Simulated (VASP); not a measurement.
Input:

```
O2Si
1.0
    4.23304     0.00000     0.00000
    0.00000     4.23304     0.00000
    0.00000     0.00000     2.69333
Si O
2 4
Direct
  0.00000   0.00000   0.00000
  0.50000   0.50000   0.50000
  0.30681   0.30681   0.00000
  0.80681   0.19319   0.50000
  0.19319   0.80681   0.50000
  0.69319   0.69319   0.00000
```

Computed with PBE GGA, VASP's PBE PAW potentials (set 64) (plane waves; VASP). Numerical set-up: 520 eV cut-off, 6×6×9 Γ-centred mesh, tetrahedra with Blöchl corrections, potentials Si O.

The cores are frozen, which limits the accuracy of field gradients.

Q: Give the principal components of the electric field gradient (V/Å²) and the asymmetry η at each nucleus.

A: 
| atom | Vxx | Vyy | Vzz | η |
|---|---|---|---|---|
| Si1 | -18.8 | -4.9 | 23.7 | 0.59 |
| Si2 | -18.8 | -4.9 | 23.7 | 0.59 |
| O3 | 64.5 | 48.9 | -113.4 | 0.14 |
| O4 | 64.5 | 48.9 | -113.4 | 0.14 |
| O5 | 64.5 | 48.9 | -113.4 | 0.14 |
| O6 | 64.5 | 48.9 | -113.4 | 0.14 |

The compound is SiO2 in the rutile structure, stishovite, a high-pressure form. It was relaxed first.
